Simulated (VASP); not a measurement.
```yaml
crystal:
  lattice:
    - [3.01930, 0.00000, 0.00000]
    - [0.00000, 3.01930, 0.00000]
    - [0.00000, 0.00000, 3.01930]
  atoms:
    - { symbol: Br, position: [0.00000, 0.00000, 0.00000] }
```

These are PBEsol GGA, VASP's PBE PAW potentials (set 64) (plane waves; VASP) values and carry that method's errors. Run with 400 eV cut-off, 14×14×14 Γ-centred mesh, tetrahedra with Blöchl corrections, potentials Br.

Question: Predict the energy per atom (σ→0), band gap (on the k-mesh) with the smallest direct gap where there is one.

Answer: 
```
Property                                                     Value
------------------------  ----------------------------------------
band gap (on the k-mesh)  none (metal, semimetal or under 0.01 eV)
energy per atom (σ→0)                               -1.470 eV/atom
```

Total energies compare only between runs with the same potentials, cut-off and functional.

The structure was generated: Br was put into the simple-cubic type (Pm-3m), which need not be its known phase. It was relaxed first, which changed the volume by -7 %.
